How strongly does a layer of boron nitride feel the layer next to it? The vibrations of the layered crystal contain an answer, because its repeating cell holds two identical layers. Each motion that a single layer can perform therefore occurs twice, once with both layers moving in the same sense and once with them moving in opposite senses. If the layers hardly feel each other, the two frequencies of such a pair should almost coincide.

Two identical pendulums joined by a weak spring behave in this way. When they swing together the spring stays slack, and when they swing against each other it adds a fixed amount to the squared frequency. The same fixed amount is a large change for a slow pendulum and a hardly visible one for a fast pendulum. The comparison holds as long as the layers act on each other only through short springs, and one pair in the table steps outside it.

VASP 6.6.1, PBE without dispersion correction or spin polarisation, PAW potentials, for layered boron nitride (P6₃/mmc, 4 atoms per cell) at its relaxed cell; cutoff 600 eV, 9×9×3 k mesh, Gaussian smearing of 0.02 eV. Harmonic frequencies from finite displacements; phonon q row 1 is the wave vector (0, 0, 0), and imaginary frequencies are given as negative.

```csv
row,phonon q row (row),phonon frequency (cm⁻¹)
1,1,-0.1
2,1,-0.1
3,1,0.0
4,1,20.1
5,1,20.1
6,1,53.1
7,1,768.7
8,1,800.6
9,1,1340.8
10,1,1340.8
11,1,1340.9
12,1,1340.9
```

The twelve rows are the vibrations of one crystal at one wave vector, the one numbered 1 in the table. It is zero, which means that every cell moves in step with its neighbours. The modes are named here by the standard picture of a layered crystal, in which six motions of a single layer appear twice.

**Rows 1 to 6: whole layers in motion**

In rows 1 to 3 the entire crystal shifts as one body. No bond is stretched, so the frequency should be zero, and it is zero within numerical noise. The minus signs in two of these rows are part of that noise and don't signal an unstable crystal.

Rows 4 to 6 are the partners of these shifts, with the two layers moving against each other as rigid plates. In rows 4 and 5 they slide sideways at 20.1 cm⁻¹, and in row 6 they move apart and together, the breathing motion, at 53.1 cm⁻¹. The elastic constants of the same calculation support this reading. Taken as the stiffness of a stack of rigid plates, they give a sliding frequency 3 % above the table's value and a breathing frequency 10 % below it.

These three frequencies should be lower than in the real material. The functional was used without a dispersion term, and dispersion supplies most of the attraction between such layers. The relaxed cell has therefore swollen to a layer spacing of 3.82 Å, and the contacts between the layers have become too weak. The rows still serve to measure how strong the contacts are in this particular cell, which is what the next step needs.

**Rows 7 and 8: the pair that splits**

In these two rows boron and nitrogen within a layer move in opposite directions, perpendicular to the layer. The breathing motion tells how far such a pair should split. In this crystal each boron atom has a nitrogen atom straight above and below it, and each nitrogen atom has boron. Let a spring of stiffness $k$ join each of these contacts, and let $m_B$ and $m_N$ be the atomic masses, with sum $M$ and reduced mass $\mu = m_B m_N/M$.

When the layers breathe, each moving by $u$, every contact changes its length by $2u$. A boron–nitrogen pair has four contacts and feels a restoring force $8ku$, so the squared angular frequency is $\omega_b^2 = 8k/M$. Now let boron and nitrogen within a layer separate by $r$ in height. If both layers do this in the same sense, each contact changes by the full $r$, which adds $2k/\mu$ to the squared frequency. If they do it in opposite senses, each contact changes only by $r(m_N-m_B)/M$, and the addition shrinks by the square of that mass ratio. The difference between the two cases is

$$\frac{2k}{\mu}\left[1-\left(\frac{m_N-m_B}{M}\right)^2\right]=\frac{8k}{M}=\omega_b^2 .$$

The masses have dropped out: the springs should separate the squared frequencies of the pair by exactly the squared breathing frequency. Starting from row 7, the upper partner should lie at $\sqrt{768.7^2+53.1^2}=770.5$ cm⁻¹, a splitting of 1.8 cm⁻¹. The table has 800.6 cm⁻¹ in row 8, a splitting of about 32 cm⁻¹. In squared frequency, where the springs ought to act equally on slow and fast motions, the gap is about 18 times too large.

This is the break in the pattern, and contacts of the strength that row 6 reveals don't account for it. The most likely cause is electrical. Boron and nitrogen carry opposite effective charges, so moving them apart in height gives the whole layer a dipole perpendicular to its plane. Such a layer acts like a charged capacitor: the electric potential on one side differs from that on the other by a step.

When the two layers move in opposite senses, one step goes up and the next goes down, and the potential returns to its starting value. When they move in the same sense, the steps add up from cell to cell. At a wave vector of exactly zero the calculation requires the potential to repeat in every cell, so a uniform field must arise that cancels the climb. This field pushes the charges further in the direction in which they have already moved. It weakens the restoring force and lowers the frequency, which suggests that row 7 is the motion in the same sense. The contact springs alone would give the opposite order, because this motion stretches them by the full $r$; they therefore take a little away from the gap that the field opens. The gap also depends on the direction of the wave. In a long wave that travels across the layers, the potential is free to climb over many cells, the compensating field is missing, and the gap should nearly close.

The size of the effect can be put into one formula. Let $Z$ be the effective charge of the motion in units of the elementary charge $e$, $\varepsilon$ the screening by the electrons, and $V$ the volume of the cell with its two boron–nitrogen pairs. The dipole per volume is $2Zer/V$, the compensating field is $4\pi/\varepsilon$ times as large (in Gaussian units), and its force on the charges lowers the squared angular frequency by

$$\Delta\omega^2=\frac{8\pi e^2}{\mu V}\,\frac{Z^2}{\varepsilon}.$$

To reproduce the gap between rows 7 and 8, the screened charge $Z/\sqrt{\varepsilon}$ has to be a few tenths of an elementary charge. That is a reasonable size for a polar bond between light atoms. Because the charge was adjusted to this very gap, the result shows that the explanation is possible, not that it is right.

A calculation with the layers held further apart would be a real test. The contact springs would soon vanish, whereas the field effect would fade only gradually as the volume grows. At twice the spacing the field model still predicts a splitting of about 16 cm⁻¹ if charge and screening stay as they are. In practice both should fall as empty space is added, so the calculated splitting would probably be smaller.

**Rows 9 to 12: the pattern returns**

In the last four rows boron and nitrogen move against each other within the plane of the layer. There are two directions in the plane and two layers, hence four modes, and they agree within about 0.1 cm⁻¹. The spring argument works here too, with the sliding motion in place of breathing, and predicts a splitting of 0.15 cm⁻¹. Both numbers are so close to the last printed digit that only their smallness carries meaning.

These motions also carry dipoles, and the bonds they stretch are just as polar. The difference lies in the direction. A dipole lying in the plane makes no potential step across the layer, so there is no climb for a uniform field to cancel. What remains is the field of the individual atoms, which alternates in sign along the layer and has faded to less than 0.002 % of its strength at the next layer. The two layers therefore vibrate almost as if each were alone.

The close agreement of the four rows can be lost as soon as the wave vector isn't exactly zero. Take a long wave that travels along the layers, with both layers moving in step and the atoms moving along its path. It piles up charge midway between its crests and troughs, where the displacement changes sign. The resulting field raises the frequency of that motion well above the values in rows 9 to 12. Light that falls straight on the layers drives the atoms across its path instead, and so excites the motion without this shift.

For someone who judges layered materials by their calculated vibrations, the lesson lies in the contrast between the pairs. A splitting between partner modes looks like a direct measure of how well the layers hold together, and for rows 7 and 8 that reading would overstate the contact stiffness about 18 times. The factor belongs to this swollen cell; with the layers at their true distance the contacts would be stiffer and would offset more of the gap that the field opens. The sliding and breathing modes are the safer gauge, because in them the layers move as rigid plates and the contacts supply the restoring force. The printed output after this text lists the spring predictions for both optical pairs and the charge that the field model requires.

The analysis program printed:

```
layer spacing in the relaxed cell (A): 3.821
shear mode from elastic constant C44 (1/cm): 20.74
shear mode in the table (1/cm): 20.1
breathing mode from elastic constant C33 (1/cm): 47.83
breathing mode in the table (1/cm): 53.1
in-plane pair splitting in the table (1/cm): 0.1
in-plane pair splitting from contact springs (1/cm): 0.1507
out-of-plane pair splitting in the table (1/cm): 31.9
out-of-plane pair splitting from contact springs (1/cm): 1.832
gap of squared frequencies in rows 7 and 8 (1/cm^2): 50061
squared breathing frequency (1/cm^2): 2820
ratio of that gap to the squared breathing frequency: 17.75
decay of in-plane varying fields over one layer spacing (factor): 1.614e-05
screened charge needed by the field model (elementary charges): 0.3601
out-of-plane splitting at doubled spacing in the field model (1/cm): 15.79
```
